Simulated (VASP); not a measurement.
VASP ran on this input.

### POSCAR
```
CoSi2
1
    0.0000000000     2.6535740000     2.7119450000
    2.6229830000     0.0000000000     2.7119450000
    2.6229830000     2.6535740000     0.0000000000
Co Si
1 2
Direct
  0.0000000000   0.0000000000   0.0000000000
  0.2500000000   0.2500000000   0.2500000000
  0.7399360000   0.7600640000   0.7600640000
```

KPOINTS:
```
Automatic
0
gamma
9 9 9
0 0 0
```

**INCAR**
```
ISIF=2   # forces and stress, cell fixed
LASPH=.TRUE.   # aspherical one-centre terms
LWAVE=.FALSE.
LREAL=.FALSE.   # projection in real space or not
SYSTEM=CoSi2
ALGO=Normal
ENCUT=520   # plane-wave cut-off (eV)
GGA=PE   # PBE
NELM=100   # most electronic steps
ISMEAR=1   # Methfessel-Paxton
LMAXMIX=4   # l cut-off of mixed one-centre charges
EDIFF=1E-6
SIGMA=0.1   # width (eV)
PREC=Accurate
LCHARG=.FALSE.
```

POTCAR, in this order: Co Si_GW (PBE.64 set). Program: vasp_std.

Question: Translate this PBE calculation to Ansatz.

Answer: One equivalent input (not run):
Ansatz 0.2 input:
```yaml
crystal:
  lattice:
    - [0.0000000, 2.6535740, 2.7119450]
    - [2.6229830, 0.0000000, 2.7119450]
    - [2.6229830, 2.6535740, 0.0000000]
  atoms:
    - { symbol: Co, position: [0.0000000, 0.0000000, 0.0000000] }
    - { symbol: Si, position: [0.2500000, 0.2500000, 0.2500000] }
    - { symbol: Si, position: [0.7399360, 0.7600640, 0.7600640] }
kpoints:
  mp_grid: { grid: [9, 9, 9] }
hamiltonian:
  xc: pbe
  pseudopotentials: { kind: paw }
scf:
  occupations: { method: methfessel_paxton, width: 0.1 }
  max_iter: 100
output: { forces: true, stress: true, eigenvalues: true }
```
What does not carry over: each code has its own PAW files, so the cut-off isn't converted (ENCUT is set for VASP's; basis.ecutwfc is left out, and Ansatz then takes the one that its files recommend); Ansatz stops its SCF on the density residual and VASP on the energy change (EDIFF).

The compound is CoSi2 in the fluorite structure. The cell was not relaxed at this level, atoms are displaced from their ideal sites. The run is one of a series of settings (ENCUT = 520, POTCAR Co Si_GW (PBE.64 set) against the base run), some of them coarse on purpose.
